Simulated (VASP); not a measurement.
An input for Quantum ESPRESSO's pw.x (written as the equivalent of a VASP run, and not itself run):

```
&CONTROL
  calculation = 'scf'
  pseudo_dir = './pseudo'
  outdir = './out'
  tprnfor = .true.
  tstress = .true.
/
&SYSTEM
  ibrav = 0
  nat = 3
  ntyp = 2
  ecutwfc = 84
  occupations = 'smearing'
  smearing = 'fermi-dirac'
  degauss = 0.009996
  input_dft = 'pbe'
  nspin = 2
  starting_magnetization(1) = 0.2
/
&ELECTRONS
  conv_thr = 7.3e-08
  electron_maxstep = 100
/
ATOMIC_SPECIES
  V 50.941 V.upf
  Ge 72.630 Ge.upf
CELL_PARAMETERS angstrom
     0.0000000    3.0291960    3.0291960
     3.0291960    0.0000000    3.0291960
     3.0291960    3.0291960    0.0000000
ATOMIC_POSITIONS crystal
  V    0.0000000  0.0000000  0.0000000
  Ge   0.2500000  0.2500000  0.2500000
  Ge   0.7500000  0.7500000  0.7500000
K_POINTS automatic
  7 7 7 0 0 0
```

### Question
Translate this input to VASP (INCAR, KPOINTS, POSCAR, choice of POTCAR).

### Answer
Several could match; the one computed here: 
### POSCAR
```
VGe2
4.283930
  0.0000000000   0.7071067921   0.7071067921
  0.7071067921   0.0000000000   0.7071067921
  0.7071067921   0.7071067921   0.0000000000
V Ge
1 2
direct
  0.0000000000   0.0000000000   0.0000000000
  0.2500000000   0.2500000000   0.2500000000
  0.7500000000   0.7500000000   0.7500000000
```

**INCAR**
```
SYSTEM = VGe2
PREC = Accurate
ENCUT = 300
EDIFF = 1E-6
NELM = 100
ALGO = Normal
LREAL = .FALSE.
LASPH = .TRUE.
ISMEAR = -1
SIGMA = 0.136
GGA = PE
LMAXMIX = 4
LWAVE = .FALSE.
LCHARG = .FALSE.
ISIF = 2
ISPIN = 2
MAGMOM = 2.0 0.0 0.0
LORBIT = 11
```

File KPOINTS:
```
Automatic mesh
0
Gamma
7 7 7
0 0 0
```

POTCAR, in this order: V_sv Ge_d (PBE.64 set). Program: vasp_std.

What does not carry over: the potentials are each code's own (VASP's PAW set, PseudoDojo norm-conserving files in pw.x), so ENCUT and ecutwfc are chosen apart and not converted; conv_thr bounds pw.x's estimated SCF error, while EDIFF bounds the energy change between steps; starting_magnetization is a fraction of the valence charge and MAGMOM a moment in μB, so they match only roughly.

The structure was generated: VGe2 was put into an ordered model structure, which need not be its known phase. The cell was not relaxed at this level.
